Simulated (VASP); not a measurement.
Given:

```yaml
crystal:
  lattice:
    - [2.13841, 1.23461, 6.97147]
    - [-2.13841, 1.23461, 6.97147]
    - [0.00000, -2.46922, 6.97147]
  atoms:
    - { symbol: Cd, position: [0.50038, 0.50038, 0.50038] }
    - { symbol: Hg, position: [0.99983, 0.99983, 0.99983] }
    - { symbol: Se, position: [0.87414, 0.87414, 0.87414] }
    - { symbol: Se, position: [0.37564, 0.37564, 0.37564] }
```

All values below come from LDA (Ceperley-Alder, Perdew-Zunger), VASP's LDA PAW potentials (set 64) (plane waves; VASP). Settings: 400 eV cut-off, 9×9×9 Γ-centred mesh, tetrahedra with Blöchl corrections, potentials Cd Hg Se.

The cores are frozen, which limits the accuracy of field gradients.

Question: Give the principal components of the electric field gradient (V/Å²) and the asymmetry η at each nucleus.

Answer: 
| atom | Vxx | Vyy | Vzz | η |
|---|---|---|---|---|
| Cd1 | -1.8 | -1.8 | 3.6 | 0.00 |
| Hg2 | 2.3 | 2.3 | -4.6 | 0.00 |
| Se3 | -22.9 | -22.9 | 45.8 | 0.00 |
| Se4 | 23.9 | 23.9 | -47.9 | 0.00 |

The structure comes from a computed database's CdHgSe2 entry (R3m); how it stands against other phases isn't given here. It was relaxed first, which changed the volume by -6 %.
